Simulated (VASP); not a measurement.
Write the native input for VASP 6.6.1 that does the following.

| Item | Value |
| --- | --- |
| Task | density of states |
| Functional | PBE |
| Potentials or basis | VASP PAW PBE potentials, release 64 (Hf_pv, B) |
| Cutoff | 520 eV |
| k mesh | 10 × 10 × 10 |
| Occupations | gaussian, width 0.1 eV |
| Spin | no spin polarisation |
| Dipole correction | no |
| k mesh for the DOS | 15 × 15 × 15 |
| Occupations for the DOS | tetrahedron |
| Further INCAR settings | ALGO = Normal; EDIFF = 1e-06; NBANDS = 22 |

The system is Hf2B3.

```
Hf B
1.0
     4.17459    0.00000    0.00000
     0.00000    4.17459    0.00000
     0.00000    0.00000    4.17459
Hf B
2 3
Direct
  0.00000 0.00000 0.00000
  0.50000 0.50000 0.50000
  0.50000 0.00000 0.00000
  0.00000 0.50000 0.00000
  0.00000 0.00000 0.50000
```

The cell was built by a generator and needn't be a form met in nature.

These files were run (other wordings do the same):

POSCAR

```
Hf2B3
1.0
    4.1745886424      0.0000000000      0.0000000000
    0.0000000000      4.1745886424      0.0000000000
    0.0000000000      0.0000000000      4.1745886424
Hf B
2 3
Direct
    0.0000000000      0.0000000000      0.0000000000
    0.5000000000      0.5000000000      0.5000000000
    0.5000000000      0.0000000000      0.0000000000
    0.0000000000      0.5000000000      0.0000000000
    0.0000000000      0.0000000000      0.5000000000
```

INCAR.step1

```
SYSTEM = Hf2B3
ALGO = Normal
EDIFF = 1E-6
ENCUT = 520
GGA = PE
ISIF = 2
ISMEAR = 0
LASPH = .TRUE.
LCHARG = .TRUE.
LMAXMIX = 4
LREAL = .FALSE.
LWAVE = .FALSE.
NBANDS = 22
NELM = 60
PREC = Accurate
SIGMA = 0.1
```

KPOINTS.step1

```
k-points
0
G
  10 10 10
  0 0 0
```

INCAR.step2

```
SYSTEM = Hf2B3
ALGO = Normal
EDIFF = 1E-6
ENCUT = 520
GGA = PE
ICHARG = 11
ISIF = 2
ISMEAR = -5
LASPH = .TRUE.
LCHARG = .FALSE.
LMAXMIX = 4
LORBIT = 11
LREAL = .FALSE.
LWAVE = .FALSE.
NBANDS = 22
NEDOS = 1001
NELM = 60
PREC = Accurate
SIGMA = 0.1
```

KPOINTS.step2

```
k-points
0
G
  15 15 15
  0 0 0
```

Potentials or basis: VASP PAW PBE potentials, release 64 (Hf_pv, B).

Launch:

```console
$ cat potpaw_PBE.64/Hf_pv/POTCAR potpaw_PBE.64/B/POTCAR > POTCAR
$ cp INCAR.step1 INCAR
$ cp KPOINTS.step1 KPOINTS
$ mpirun -np 1 vasp_std > vasp.out
$ cp INCAR.step2 INCAR
$ cp KPOINTS.step2 KPOINTS
$ mpirun -np 1 vasp_std > vasp.out
```

Results of the run:

```yaml
Valence_electrons_inside_the_program's_atomic_spheres: Hf 9.71, 7.70; B 1.73
```

Wall time 96 s on 1 thread of Intel(R) Xeon(R) Platinum 8488C (Sapphire Rapids), on a shared host, peak memory 0.29 GiB.
